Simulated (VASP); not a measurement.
A run of VASP 6.6.1 is set up as follows.

The input INCAR:

```
PREC = Accurate ; ENCUT = 600
EDIFF = 1E-7 ; ISMEAR = 0
SIGMA = 0.161 ; LREAL = F
LASPH = T ; NELM = 60
ALGO = Fast ; ISIF = 3
LWAVE = F ; LCHARG = F
GGA = PE ; IBRION = 2
NSW = 60 ; EDIFFG = -0.01
```

The input KPOINTS:

```
Automatic mesh
0
Gamma
  5 5 2
```

File POSCAR:

```
RbNaAs
1.0
    2.1435870000      3.7128000000      0.0000000000
   -2.1435870000      3.7128000000      0.0000000000
    0.0000000000      0.0000000000     12.5636120000
Rb As Na
2 2 2
Direct
    0.0000000000      0.0000000000      0.3578700000
    0.0000000000      0.0000000000      0.8578700000
    0.3333300000      0.3333400000      0.4737000000
    0.6666700000      0.6666600000      0.9737000000
    0.6666700000      0.6666600000      0.6437000000
    0.3333300000      0.3333400000      0.1437000000
```

Potentials or basis: VASP PAW PBE potentials, release 64 (Rb_sv, As, Na_pv).

Run with:

```sh
$ cat potpaw_PBE.64/Rb_sv/POTCAR potpaw_PBE.64/As/POTCAR potpaw_PBE.64/Na_pv/POTCAR > POTCAR
$ mpirun -np 1 vasp_std > vasp.out
```

(1) Predict the band gap on the k mesh.

(2) What does it give for the relaxed volume?

(3) Predict the relaxed cell.

(4) Predict the space group after relaxing (to 0.05 Å).

## Answers

(1) none (metal or under the smearing width).

(2) 31.71 Å³/atom.

(3) a = 5.438 Å, b = 5.441 Å, c = 7.424 Å, α = 90.00°, β = 90.00°, γ = 60.02°.

(4) P6_3/mmc (No. 194).
